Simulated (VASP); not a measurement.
# W3N4 (P1) in VASP: further runs

Runs on W3N4. Level: PBE. Tasks: single point.

Program: VASP 6.6.1. These are calculated values, not measurements. Logs are shortened: lines on timing, memory, paths and dates and some standing lists are left out, and cuts for length are marked.

### 1 Starting point

The typed cell holds 7 atoms: a = 4.030 Å, b = 4.091 Å, c = 4.119 Å, α = 88.12°, β = 88.26°, γ = 89.32°.

The cell was built by a generator and needn't be a form met in nature.

### 2 Single point, PBE

The input, INCAR:

```
PREC = Accurate ; ENCUT = 520
EDIFF = 1E-6 ; ISMEAR = -1
SIGMA = 0.05 ; LREAL = False
LASPH = True ; NELM = 80
ALGO = Normal ; ISIF = 2
LWAVE = False ; LCHARG = False
GGA = PE ; NBANDS = 40
```

The input, KPOINTS:

```
Automatic mesh
0
Gamma
  4 4 4
```

The input, POSCAR:

```
W3N4
1.0
    4.0295070000      0.0235170000      0.0617990000
    0.0235170000      4.0899190000      0.0671270000
    0.0617990000      0.0671270000      4.1174950000
N W
4 3
Direct
    0.5370746641      0.4849236604      0.5317550725
    0.4849557806      0.0148175822      1.0020198101
   -0.0150139967      0.4630544704      1.0211063748
    0.9980989547     -0.0098370966      0.5215879600
    0.4862522462      0.4998047000      0.0114122075
    0.0037899584      0.5021874187      0.4997393924
    0.5042316836      0.9933226689      0.4977092177
```

Potentials or basis: VASP PAW PBE potentials, release 64 (N, W_sv).

The run is started by

```sh
cat potpaw_PBE.64/N/POTCAR potpaw_PBE.64/W_sv/POTCAR > POTCAR
mpirun -np 1 vasp_std > vasp.out
```

OUTCAR:

```text
PREC = Accurate
   ENCUT = 520
   EDIFF = 1E-6
   ISMEAR = -1
   LREAL = False
   LASPH = True
   NELM = 80
   ISIF = 2
   GGA = PE

 ion  position               nearest neighbor table
   1  0.537  0.485  0.532-   6 1.88   5 1.98   7 2.03   7 2.08   6 2.16   5 2.16
   2  0.485  0.015  0.002-   5 1.99   7 2.04   7 2.08   5 2.11
   3  0.985  0.463  0.021-   6 1.99   5 2.02   5 2.03   6 2.15
   4  0.998  0.990  0.522-   7 2.00   6 2.00   7 2.04   6 2.09
   5  0.486  0.500  0.011-   1 1.98   2 1.99   3 2.02   3 2.03   2 2.11   1 2.16   6 2.75   7 2.84
                             7 2.88   7 2.89   6 2.91   6 2.92   6 2.94   7 3.01
   6  0.004  0.502  0.500-   1 1.88   3 1.99   4 2.00   4 2.09   3 2.15   1 2.16   5 2.75   7 2.83
                             7 2.86   7 2.88   5 2.91   7 2.91   5 2.92   5 2.94
   7  0.504  0.993  0.498-   4 2.00   1 2.03   4 2.04   2 2.04   2 2.08   1 2.08   6 2.83   5 2.84
                             6 2.86   5 2.88   6 2.88   5 2.89   6 2.91   5 3.01

  LATTYP: Found a triclinic cell.
 ALAT       =     4.0905374353
 B/A-ratio  =     1.3955984836
 C/A-ratio  =     1.7224124320
 COS(alpha) =     0.0019981488
 COS(beta)  =     0.5929785502
 COS(gamma) =     0.6928832770

  Lattice vectors:

 A1 = (   0.0235170000,   4.0899190000,   0.0671270000)
 A2 = (  -0.0382820000,   4.0227920000,  -4.0503680000)
 A3 = (  -3.9441910000,   4.1335290000,   4.1228230000)

Analysis of symmetry for initial positions (statically):
=====================================================================
 Subroutine PRICEL returns:
 Original cell was already a primitive cell.

 Routine SETGRP: Setting up the symmetry group for a
 triclinic supercell.

 Subroutine GETGRP returns: Found  1 space group operations
 (whereof  1 operations were pure point group operations)
 out of a pool of  2 trial point group operations.

The static configuration has the point symmetry C_1 .

Analysis of symmetry for dynamics (positions and initial velocities):
=====================================================================
 Subroutine PRICEL returns:
 Original cell was already a primitive cell.

 Routine SETGRP: Setting up the symmetry group for a
 triclinic supercell.

 Subroutine GETGRP returns: Found  1 space group operations
 (whereof  1 operations were pure point group operations)
 out of a pool of  2 trial point group operations.

The dynamic configuration has the point symmetry C_1 .

 Subroutine INISYM returns: Found  1 space group operations
 (whereof  1 operations are pure point group operations),
 and found     1 'primitive' translations

----------------------------------------------------------------------------------------

                                     Primitive cell

  volume of cell :      67.8219

  direct lattice vectors                    reciprocal lattice vectors
     4.029507000  0.023517000  0.061799000     0.248234091 -0.001366560 -0.003703438
     0.023517000  4.089919000  0.067127000    -0.001366560  0.244576584 -0.003966791
     0.061799000  0.067127000  4.117495000    -0.003703438 -0.003966791  0.242986366

  length of vectors
     4.030049482  4.090537435  4.118505824     0.248265476  0.244612567  0.243046960

  position of ions in fractional coordinates (direct lattice)
     0.537074664  0.484923660  0.531755072
     0.484955781  0.014817582  0.002019810
     0.984986003  0.463054470  0.021106375
     0.998098955  0.990162903  0.521587960
     0.486252246  0.499804700  0.011412208
     0.003789958  0.502187419  0.499739392
     0.504231684  0.993322669  0.497709218

  ion indices of the primitive-cell ions
   primitive index   ion index
                 1           1
                 2           2
                 3           3
                 4           4
                 5           5
                 6           6
                 7           7

----------------------------------------------------------------------------------------

 KPOINTS: Automatic mesh

Automatic generation of k-mesh.
 Grid dimensions read from file:
 generate k-points for:    4    4    4

 Generating k-lattice:

  Cartesian coordinates                     Fractional coordinates (reciprocal lattice)
     0.062058523 -0.000341640 -0.000925859     0.250000000  0.000000000  0.000000000
    -0.000341640  0.061144146 -0.000991698     0.000000000  0.250000000 -0.000000000
    -0.000925859 -0.000991698  0.060746592     0.000000000 -0.000000000  0.250000000

  Length of vectors
     0.062066369  0.061153142  0.060761740

  Shift w.r.t. Gamma in fractional coordinates (k-lattice)
     0.000000000  0.000000000  0.000000000

 Subroutine IBZKPT returns following result:
 ===========================================

 Found     36 irreducible k-points:

 Following reciprocal coordinates:
            Coordinates               Weight
  0.000000  0.000000  0.000000      1.000000
  0.250000 -0.000000 -0.000000      2.000000
  0.500000 -0.000000 -0.000000      1.000000
 -0.000000  0.250000 -0.000000      2.000000
  0.250000  0.250000  0.000000      2.000000
  0.500000  0.250000 -0.000000      2.000000
[... 16 lines left out ...]
  0.000000 -0.250000  0.250000      2.000000
  0.250000 -0.250000  0.250000      2.000000
 [... further k-points ...]
   k-points           NKPTS =     36   k-points in BZ     NKDIM =     36   number of bands    NBANDS=     40
   number of dos      NEDOS =    301   number of ions     NIONS =      7
   total plane-waves  NPLWV =  28800
   dimension x,y,z NGX =    30 NGY =   30 NGZ =   32
   dimension x,y,z NGXF=    60 NGYF=   60 NGZF=   64
   ions per type =               4   3
   NGX,Y,Z   is equivalent  to a cutoff of  12.38, 12.19, 12.92 a.u.
   NGXF,Y,Z  is equivalent  to a cutoff of  24.75, 24.38, 25.83 a.u.
 SYSTEM =  unknown system
   PREC   = accura    normal or accurate (medium, high low for compatibility)
   ISTART =      0    job   : 0-new  1-cont  2-samecut
   ICHARG =      2    charge: 1-file 2-atom 10-const
   ISPIN  =      1    spin polarized calculation?
   LNONCOLLINEAR =      F non collinear calculations
   LSORBIT =      F    spin-orbit coupling
   LASPH  =      T    aspherical Exc in radial PAW
   ENCUT  =  520.0 eV  38.22 Ry    6.18 a.u.   7.49  7.61  7.66*2*pi/ulx,y,z
   NELM   =     80;   NELMIN=  2; NELMDL= -5     # of ELM steps
   EDIFF  = 0.1E-05   stopping-criterion for ELM
   LREAL  =      F    real-space projection
   EDIFFG = 0.1E-04   stopping-criterion for IOM
   NSW    =      0    number of steps for IOM
   IBRION =     -1    ionic relax: 0-MD 1-quasi-New 2-CG
   NFREE  =      0    steps in history (QN), initial steepest desc. (CG)
   ISIF   =      2    stress and relaxation
   ISYM   =      2    0-nonsym 1-usesym 2-fastsym
   POTIM  = 0.5000    time-step for ionic-motion
   TEBEG  =    0.0;   TEEND  =   0.0 temperature during run
   PSTRESS=    0.0 pullay stress
   NELECT =      62.0000    total number of electrons
   NUPDOWN=      -1.0000    fix difference up-down
   EMIN   =  10.00;   EMAX   =-10.00  energy-range for DOS
   EFERMI =   0.00;   METHOD = LEGACY
   ISMEAR =    -1;   SIGMA  =   0.05  broadening in eV -4-tet -1-fermi 0-gaus
   EFERMI_NEDOS =   21; number of points for ismear=-14 and -15
   IALGO  =     38    algorithm
   IMIX   =      4    mixing-type and parameters
     AMIX     =   0.40;   BMIX     =  1.00
     AMIX_MAG =   1.60;   BMIX_MAG =  1.00
  volume/ion in A,a.u.               =       9.69        65.38
  Fermi-wavevector in a.u.,A,eV,Ry     =   1.588847  3.002485 34.347010  2.524434
  Thomas-Fermi vector in A             =   2.687787
   LORBIT       =      0    0 simple, 1 ext, 2 COOP (PROOUT), +10 PAW based schemes
   GGA     = PE    functional components
   LHFCALC =     F    Hartree Fock is set to
   AEXX    =    0.0000 exact exchange contribution
   IVDW    =     0    specifies the selected vdW correction
   LEPSILON=     F    determine dielectric tensor
   LRPA    =     F    only Hartree local field effects (RPA)
 non-spin polarized calculation
  energy-cutoff  :      520.00
  volume of cell :       67.82
 maximum number of plane-waves:      1840
 NGX is ok and might be reduce to    30
   NGX = 15   NGY = 15   NGZ = 15

 number of electron      62.0000002 magnetization

 Free energy of the ion-electron system (eV)
  ---------------------------------------------------
  ext. energy  EPLUGINS =         0.00000000
  ---------------------------------------------------
  free energy    TOTEN  =       -71.05305230 eV

  energy without entropy =      -71.02175922  energy(sigma->0) =      -71.03740576

 E-fermi :  12.0863     XC(G=0): -13.5617

 val. band max:       12.0789459431   @ k =   0.2500   0.2500   0.5000
 cond. band min:      12.1030608268   @ k =  -0.2500   0.2500   0.5000
 fundamental gap:      0.0241148838
 Fermi energy:        12.0863404823

 k-point     1 :       0.0000    0.0000    0.0000
  band No.  band energies     occupation
      1     -63.6184      2.00000
      2     -63.5175      2.00000
      3     -63.4320      2.00000
      4     -28.5393      2.00000
      5     -28.4378      2.00000
      6     -28.3289      2.00000
[... 32 lines left out ...]
     39      15.3044      0.00000
     40      15.3592      0.00000

 k-point     2 :       0.2500   -0.0000   -0.0000
  band No.  band energies     occupation
      1     -63.6052      2.00000
      2     -63.5285      2.00000
      3     -63.4338      2.00000
      4     -28.4541      2.00000
      5     -28.3745      2.00000
      6     -28.2626      2.00000
[... 32 lines left out ...]
     39      15.0538      0.00000
     40      15.2911      0.00000

 k-point     3 :       0.5000   -0.0000   -0.0000
  band No.  band energies     occupation
      1     -63.5848      2.00000
      2     -63.5468      2.00000
      3     -63.4354      2.00000
      4     -28.3142      2.00000
      5     -28.2943      2.00000
      6     -28.1610      2.00000
[... 32 lines left out ...]
     39      15.1979      0.00000
     40      15.8075      0.00000

 k-point     4 :      -0.0000    0.2500   -0.0000
  band No.  band energies     occupation
      1     -63.6079      2.00000
      2     -63.5250      2.00000
      3     -63.4347      2.00000
      4     -28.4791      2.00000
      5     -28.3543      2.00000
      6     -28.2773      2.00000
[... 32 lines left out ...]
     39      14.9359      0.00000
     40      15.3399      0.00000
[... 772 lines left out ...]
     39      18.0441      0.00000
     40      18.3633      0.00000

 k-point    23 :       0.0000   -0.2500    0.2500
  band No.  band energies     occupation
      1     -63.6019      2.00000
      2     -63.5245      2.00000
      3     -63.4409      2.00000
      4     -28.4179      2.00000
      5     -28.3849      2.00000
      6     -28.1605      2.00000
[... 32 lines left out ...]
     39      15.6671      0.00000
     40      17.0466      0.00000

 k-point    24 :       0.2500   -0.2500    0.2500
  band No.  band energies     occupation
      1     -63.5943      2.00000
      2     -63.5308      2.00000
      3     -63.4416      2.00000
      4     -28.6389      2.00000
      5     -28.1915      2.00000
      6     -28.0995      2.00000
[... 32 lines left out ...]
     39      17.0667      0.00000
     40      17.5291      0.00000

 [... further k-points ...]

------------------------ aborting loop because EDIFF is reached ----------------------------------------

  FORCE on cell =-STRESS in cart. coord.  units (eV):
  Direction    XX          YY          ZZ          XY          YZ          ZX
  --------------------------------------------------------------------------------------
  -------------------------------------------------------------------------------------
  Total       26.6786885     18.0781508     17.2312669     -0.2421225     -0.1505770     -0.8596743
  in kB      630.2384829    427.0654590    407.0592702     -5.7197306     -3.5571245    -20.3083371
  external PRESSURE =     488.1210707 kB  Pullay stress =       0.0000000 kB

 VOLUME and BASIS-vectors are now :
 -----------------------------------------------------------------------------
  energy-cutoff  :      520.00
  volume of cell :       67.82
      direct lattice vectors                 reciprocal lattice vectors
     4.029507000  0.023517000  0.061799000     0.248234091 -0.001366560 -0.003703438
     0.023517000  4.089919000  0.067127000    -0.001366560  0.244576584 -0.003966791
     0.061799000  0.067127000  4.117495000    -0.003703438 -0.003966791  0.242986366

 POSITION                                       TOTAL-FORCE (eV/Angst)
 -----------------------------------------------------------------------------------
      2.20841      2.03162      2.25524        -2.389267     -0.326578     -0.107146
      1.95461      0.07214      0.03928         0.346659     -1.035142     -0.519306
      3.98120      1.91844      0.17886        -0.165114      1.190183     -1.364800
      4.07737      4.10817      2.27578         0.190740      0.751946     -0.292413
      1.97182      2.05636      0.11059        -1.009990      1.135762      2.774735
      0.05797      2.08754      2.09162         4.376838     -0.303517      0.277389
      2.08592      4.10788      2.14715        -1.349865     -1.412654     -0.768459
 -----------------------------------------------------------------------------------
    total drift:                                0.000318      0.000047      0.000047

  FREE ENERGIE OF THE ION-ELECTRON SYSTEM (eV)
  ---------------------------------------------------
  free  energy   TOTEN  =       -71.0530523024 eV

  energy  without entropy=      -71.0217592175  energy(sigma->0) =      -71.03740576
```

Run time: 52 s. Hardware: 1 thread of Intel Xeon Platinum 8488C (Sapphire Rapids), shared host; peak memory 0.21 GiB.

What came out:

```yaml
Free_energy: -71.0531 eV
Pressure: 48.8 GPa
Largest_force: 4.396 eV/Å
Band_gap_on_the_k_mesh: none (metal or under the smearing width)
```

Forces in eV/Å, atoms in the order of the input:
```
N   -2.389 -0.327 -0.107
N    0.347 -1.035 -0.519
N   -0.165  1.190 -1.365
N    0.191  0.752 -0.292
W   -1.010  1.136  2.775
W    4.377 -0.304  0.277
W   -1.350 -1.413 -0.768
```

Stress tensor (GPa, compression positive):
```
63.02 -0.57 -2.03
-0.57 42.71 -0.36
-2.03 -0.36 40.71
```

Levels at points of the mesh, in eV from the Fermi level:
```csv
k point,band 27,band 28,band 29,band 30,band 31,band 32,band 33,band 34,band 35,band 36
"(0.00, 0.00, 0.00)",-3.59,-3.43,-2.55,-2.40,-2.25,-0.95,-0.48,-0.34,-0.05,0.42
"(0.50, 0.00, 0.00)",-3.71,-3.56,-3.54,-1.78,-0.79,-0.09,0.35,0.94,1.40,2.08
"(0.00, 0.50, 0.00)",-3.80,-3.58,-3.22,-1.76,-0.86,-0.38,0.32,0.48,1.30,2.12
"(0.50, 0.50, 0.00)",-5.67,-1.54,-0.71,-0.60,0.41,0.75,1.33,1.53,1.77,2.42
"(0.00, 0.00, 0.50)",-3.90,-3.67,-3.50,-1.99,-0.96,-0.50,0.29,0.63,0.93,2.07
"(0.50, 0.00, 0.50)",-5.61,-1.65,-0.72,-0.18,0.35,0.57,1.14,1.49,1.95,2.24
"(0.00, 0.50, 0.50)",-5.46,-1.81,-0.72,-0.64,-0.05,0.45,0.77,1.16,2.07,2.31
"(0.50, 0.50, 0.50)",-3.26,-2.81,0.77,1.14,1.48,1.77,2.10,2.21,2.72,2.96
```

Caveat: the k mesh is coarse (spacing up to 0.39 Å⁻¹), so the values aren't converged; a pressure of tens of GPa on the cell as given is suspect, and the run, the potentials or the cell itself is likely at fault; forces of over 1 eV/Å show positions far from the minimum, so gaps and moduli don't describe the material at rest.

### 3 Single point, PBE

The input, INCAR:

```
SYSTEM = W3N4
PREC = Accurate
ENCUT = 520
EDIFF = 1E-7
ISMEAR = -1
SIGMA = 0.05
LREAL = .FALSE.
LASPH = .TRUE.
NELM = 80
ALGO = Fast
ISIF = 2
LWAVE = .FALSE.
LCHARG = .FALSE.
GGA = PE
NBANDS = 40
```

The input, KPOINTS:

```
regular mesh
0
G
  4 4 4
  0 0 0
```

The input, POSCAR:

```
W3N4
1.0
    4.0295070000      0.0235170000      0.0617990000
    0.0235170000      4.0899190000      0.0671270000
    0.0617990000      0.0671270000      4.1174950000
N W
4 3
Direct
    0.4896543817      0.4571716549      0.5568364472
    0.4815484263     -0.0160563374      0.9843661261
   -0.0442276392      0.4932121988      0.9811276926
    0.9993930711      0.0094278880      0.5277902321
    0.4652959163      0.5038318446      0.0315253467
    0.0226284405      0.5104350625      0.4951478048
    0.5123496333      0.9817493983      0.4841949810
```

Potentials or basis: VASP PAW PBE potentials, release 64 (N, W_sv).

The run is started by

```sh
cat potpaw_PBE.64/N/POTCAR potpaw_PBE.64/W_sv/POTCAR > POTCAR
mpirun -np 1 vasp_std > vasp.out
```

It took 71 s on 1 thread of Intel Xeon Platinum 8488C (Sapphire Rapids), shared host; peak memory 0.21 GiB.

Results (log left out):

| Item | Value |
| --- | --- |
| Free energy | -71.5442 eV |
| Pressure | 48.4 GPa |
| Largest force | 3.901 eV/Å |
| Band gap on the k mesh | none (metal or under the smearing width) |

Forces on the atoms (eV/Å):
```
N    2.810  1.166 -0.334
N    0.172  1.458  0.077
N    1.390  0.102  1.361
N   -0.079 -0.111 -0.995
W   -0.269 -0.563  2.146
W   -3.390  0.478 -1.871
W   -0.634 -2.529 -0.385
```

Stress tensor (GPa, compression positive):
```
55.16 -3.37 -1.11
-3.37 44.57 -2.53
-1.11 -2.53 45.58
```

Levels at points of the mesh, in eV from the Fermi level:
```csv
k point,band 29,band 30,band 31,band 32,band 33,band 34
"(0.00, 0.00, 0.00)",-2.27,-2.13,-1.85,-0.79,-0.08,0.22
"(0.50, 0.00, 0.00)",-3.10,-1.80,-1.52,0.01,0.88,1.32
"(0.00, 0.50, 0.00)",-2.69,-1.44,-0.89,-0.59,0.34,1.63
"(0.50, 0.50, 0.00)",-1.24,-0.61,0.36,1.11,1.65,1.79
"(0.00, 0.00, 0.50)",-2.89,-1.54,-1.49,-1.28,0.62,1.95
"(0.50, 0.00, 0.50)",-1.26,-0.08,0.53,1.10,1.24,1.82
"(0.00, 0.50, 0.50)",-1.45,-0.95,0.63,1.04,1.32,1.64
"(0.50, 0.50, 0.50)",0.70,1.14,1.61,1.72,1.88,2.38
```

Caveat: the k mesh is coarse (spacing up to 0.39 Å⁻¹), so the values aren't converged; a pressure of tens of GPa on the cell as given is suspect, and the run, the potentials or the cell itself is likely at fault; forces of over 1 eV/Å show positions far from the minimum, so gaps and moduli don't describe the material at rest.
